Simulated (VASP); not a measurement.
A run of VASP 6.6.1 is set up as follows.

Contents of INCAR:

```
AGGAC = 1.0 ; AGGAX = 1.0
ALDAC = 0.0 ; ALDAX = 1.0
ALGO = Normal ; EDIFF = 1E-7
EDIFFG = -0.01 ; ENCUT = 600
GGA = B5 ; IBRION = 2
ISIF = 3 ; ISMEAR = -1
KPAR = 4 ; LASPH = T
LCHARG = F ; LREAL = F
LWAVE = F ; NELM = 80
NSW = 40 ; PREC = Accurate
SIGMA = 0.05
```

File KPOINTS:

```
k-points
0
Gamma
  5 5 4
```

Contents of POSCAR:

```
Hf2Pd2Se2Br2O3
1.0
    5.7606900000      0.0049600000     -0.0028600000
   -0.5275000000      5.8466400000      0.0341300000
   -1.4843500000     -0.9264200000      6.6458600000
Hf Pd Se Br O
2 2 2 2 3
Direct
    0.7454000000      0.3960200000      0.3498900000
    0.2876300000      0.4532200000      0.5940100000
    0.9085400000      0.1329400000      0.8484900000
    0.2524900000      0.9032300000      0.3587400000
    0.6346900000      0.4035500000      0.9371600000
    0.6259700000      0.7817400000      0.5302300000
    0.8527300000      0.9908900000      0.1535500000
    0.2252600000      0.8208400000      0.8622300000
    0.9604000000      0.2892500000      0.5902600000
    0.4323300000      0.2452400000      0.4086400000
    0.0745700000      0.5830800000      0.3668200000
```

Potentials or basis: VASP PAW PBE potentials, release 64 (Hf_pv, Pd, Se, Br, O).

The run is started by

```sh
$ cat potpaw_PBE.64/Hf_pv/POTCAR potpaw_PBE.64/Pd/POTCAR potpaw_PBE.64/Se/POTCAR potpaw_PBE.64/Br/POTCAR potpaw_PBE.64/O/POTCAR > POTCAR
$ mpirun -np 4 vasp_std > vasp.out
```

Task: What does it give for the band gap on the k mesh?

Result: 0.16 eV, indirect (least direct gap 0.35 eV).

Task: Predict the space group after relaxing (to 0.05 Å).

Result: P1 (No. 1).

Task: Estimate the relaxed volume.

Result: 21.49 Å³/atom.

Forces on the atoms (eV/Å):
```
Hf   0.005  0.006  0.003
Hf  -0.005  0.003 -0.006
Pd   0.001 -0.002 -0.002
Pd   0.000 -0.002 -0.001
Se  -0.002 -0.004 -0.001
Se   0.000 -0.004  0.003
Br   0.002  0.000  0.001
Br  -0.001 -0.005 -0.001
O    0.001  0.004  0.003
O   -0.002  0.001  0.000
O    0.002  0.004  0.001
```

Caveat: the PAW data sets were made with another functional, which shifts forces and pressure a little; spin-orbit coupling is left out, which moves the levels of the heavy elements; an odd mesh through Γ misses points on the zone boundary, where band edges often lie.
